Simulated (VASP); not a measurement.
Level of theory: PBEsol GGA, VASP's PBE PAW potentials (set 64) (plane waves; VASP).

A VASP calculation is set up with these files.

File KPOINTS:
```
Automatic
0
G
10 10 6
```

INCAR:
```
ALGO=Normal
EDIFF=1E-6
EDIFFG=-0.02
ENCUT=620
GGA=PS
IBRION=2
ISIF=3
ISMEAR=0
LASPH=T
LCHARG=F
LREAL=F
LWAVE=F
NELM=100
NSW=40
PREC=Accurate
PSTRESS=300
SIGMA=0.05
SYSTEM=BN
```

**POSCAR**
```
BN
1
    2.4843058230     0.0000000000     0.0000000000
   -1.2421529115     2.1514717446    -0.0000000000
    0.0000000000     0.0000000000     4.1105558352
B N
2 2
Direct
  0.3333330000   0.6666670000   0.0004526536
  0.6666670000   0.3333330000   0.5004526536
  0.3333330000   0.6666670000   0.3745473464
  0.6666670000   0.3333330000   0.8745473464
```

POTCAR, in this order: B N (PBE.64 set). Program: vasp_std.

Output of the run:

File OSZICAR:
```
       N       E                     dE             d eps       ncg     rms          rms(c)
DAV:   1     0.649917288713E+02    0.64992E+02   -0.97455E+03  1344   0.150E+03
DAV:   2    -0.355814237069E+02   -0.10057E+03   -0.93124E+02  1872   0.331E+02
DAV:   3    -0.386307154336E+02   -0.30493E+01   -0.30365E+01  1800   0.571E+01
DAV:   4    -0.386476574952E+02   -0.16942E-01   -0.16922E-01  1660   0.444E+00
DAV:   5    -0.386478352963E+02   -0.17780E-03   -0.17774E-03  1768   0.433E-01    0.988E+00
DAV:   6    -0.367542087217E+02    0.18936E+01   -0.43673E+00  1660   0.188E+01    0.488E+00
DAV:   7    -0.365390328920E+02    0.21518E+00   -0.29852E-01  1640   0.581E+00    0.277E+00
DAV:   8    -0.364938682037E+02    0.45165E-01   -0.74323E-02  1568   0.249E+00    0.236E-01
DAV:   9    -0.364928166221E+02    0.10516E-02   -0.28564E-03  1740   0.613E-01    0.134E-01
DAV:  10    -0.364928870041E+02   -0.70382E-04   -0.15673E-04  1624   0.134E-01    0.223E-02
DAV:  11    -0.364928855781E+02    0.14260E-05   -0.34440E-05  1720   0.549E-02    0.117E-02
DAV:  12    -0.364928859844E+02   -0.40630E-06   -0.32749E-06  1596   0.180E-02
   1 F= -.32379003E+02 E0= -.32379003E+02  d E =-.323790E+02
```

### OUTCAR
```
------------------------ aborting loop because EDIFF is reached ----------------------------------------
  FORCE on cell =-STRESS in cart. coord.  units (eV):
  Direction    XX          YY          ZZ          XY          YZ          ZX
  --------------------------------------------------------------------------------------
  Total        4.0916637      4.0916629      4.1344016      0.0000000      0.0000000      0.0000000
  in kB      298.3796872    298.3796293    301.4962999      0.0000000      0.0000000      0.0000000
  external PRESSURE =      -0.5814612 kB  Pullay stress =     300.0000000 kB
  volume of cell :       21.97
      direct lattice vectors                 reciprocal lattice vectors
     2.484305823  0.000000000  0.000000000     0.402526932  0.232399055  0.000000000
    -1.242152912  2.151471745  0.000000000     0.000000000  0.464798110  0.000000000
     0.000000000  0.000000000  4.110555835     0.000000000  0.000000000  0.243276102
  FREE ENERGIE OF THE ION-ELECTRON SYSTEM (eV)
  ---------------------------------------------------
  free  energy   TOTEN  =       -36.4928859844 eV

  energy  without entropy=      -36.4928859844  energy(sigma->0) =      -36.49288598
  enthalpy is  TOTEN    =       -32.3790030586 eV   P V=        4.1138829258

 reached required accuracy - stopping structural energy minimisation
```
(Selected blocks of OUTCAR.)

The structure was generated: BN was put into the wurtzite type (P6_3mc), which need not be its known phase. It was relaxed first under an external pressure of 30 GPa.
